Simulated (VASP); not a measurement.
BrTl, 2 atoms in the cell. The cell holds a molecule in a box, 2 atoms: a = 9.000 Å, b = 9.000 Å, c = 12.000 Å, α = 90.00°, β = 90.00°, γ = 90.00°. 

```yaml
Program: VASP 6.6.1
Task: relaxation of the atoms
Functional: PBE
Dispersion: D4
Potentials_or_basis: VASP PAW PBE potentials, release 64 (Br, Tl_d)
Cutoff: 520 eV
k_mesh: 1 × 1 × 1
Occupations: gaussian, width 0.01 eV
Spin: no spin polarisation
Further_INCAR_settings: ALGO = Fast; EDIFF = 1e-06; IBRION = 2; EDIFFG = -0.01; NSW = 40
```

Potentials or basis: VASP PAW PBE potentials, release 64 (Br, Tl_d).

Command:

```bash
$ cat potpaw_PBE.64/Br/POTCAR potpaw_PBE.64/Tl_d/POTCAR > POTCAR
$ mpirun -np 1 vasp_gam > vasp.out
```

Hardware: 1 thread of AMD EPYC 9R45 96-Core Processor (Zen 5) (shared host).

How long does it take, and how much memory?

Run time: 84 s on 1 thread of AMD EPYC 9R45 96-Core Processor (Zen 5), with other jobs on the host, peak memory 0.86 GiB. Counts: scf iterations 50, k points 1, ion steps 3.
